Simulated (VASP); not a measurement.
```yaml
crystal:
  lattice:
    - [3.88849, 0.00000, 0.00000]
    - [-1.94425, 3.36753, 0.00000]
    - [0.00000, 0.00000, 6.37844]
  atoms:
    - { symbol: Al, position: [0.33333, 0.66667, 0.00006] }
    - { symbol: Al, position: [0.66667, 0.33333, 0.50006] }
    - { symbol: P, position: [0.33333, 0.66667, 0.37494] }
    - { symbol: P, position: [0.66667, 0.33333, 0.87494] }
```

Method: HSE06 screened hybrid, VASP's PBE PAW potentials (set 64) (plane waves; VASP 6.6.1). Run with 400 eV cut-off, 6×6×4 Γ-centred mesh, Gaussian smearing of 0.050 eV, potentials Al P.

### Question
Give the energies of bands 3 to 11 at the high-symmetry points, in eV from the valence-band maximum.

### Answer

| band | Γ | M | K | A | L | H |
|---|---|---|---|---|---|---|
| 3 | -6.12 | -5.87 | -5.06 | -3.54 | -5.97 | -5.74 |
| 4 | -1.02 | -4.91 | -5.06 | -3.54 | -5.97 | -5.74 |
| 5 | -1.02 | -3.79 | -4.39 | -0.56 | -1.78 | -3.68 |
| 6 | -0.12 | -2.37 | -2.78 | -0.56 | -1.78 | -3.68 |
| 7 | 0.00 | -2.14 | -2.78 | -0.56 | -1.77 | -1.34 |
| 8 | 0.00 | -0.93 | -2.61 | -0.56 | -1.77 | -1.34 |
| 9 | 3.16 | 2.69 | 3.01 | 4.02 | 3.06 | 3.92 |
| 10 | 4.03 | 4.19 | 7.12 | 4.02 | 3.06 | 3.92 |
| 11 | 5.13 | 4.83 | 7.13 | 5.68 | 4.11 | 5.61 |

The gap is indirect, 2.69 eV, from the valence maximum at Γ to the conduction minimum at M.

The structure comes from a computed database's AlP entry (P6_3mc); how it stands against other phases isn't given here. It was relaxed first. The cell's shape comes from a PBE relaxation.
